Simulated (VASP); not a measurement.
Data:

```
Sb
1.0
    3.95734    -2.15500     0.00000
    3.95734     2.15500     0.00000
    2.78382     0.00000     3.54329
Sb
2
Direct
  0.23350   0.23350   0.23350
  0.76650   0.76650   0.76650
```

These are MS2 meta-GGA, VASP's PBE PAW potentials (set 64) (plane waves; VASP) values and carry that method's errors. Run with 520 eV cut-off, 9×9×9 Γ-centred mesh, first-order Methfessel-Paxton smearing of 0.10 eV, potentials Sb.

Energy and stress use the plane-wave basis of the starting cell.

**Question.** The ions, cell shape and volume are relaxed. Give the cell that the relaxation ends in.

**Answer.** 
```
Sb
1.0
    3.85359    -2.15569    -0.03478
    3.85359     2.15569    -0.03478
    2.67970     0.00000     3.50964
Sb
2
Direct
  0.23724   0.23724   0.23724
  0.76276   0.76276   0.76276
```
Space group R-3m (166), at a tolerance of 0.03 Å.

**Question.** How do energy and volume change from the first to the last step?

**Answer.** The energy (σ→0) changes by -5.9 meV/atom and the volume by -2.9 %, in 8 ionic steps.

The compound is Sb in the a7 structure. This run relaxes it. Symmetry was kept, so distortions that lower it aren't found.
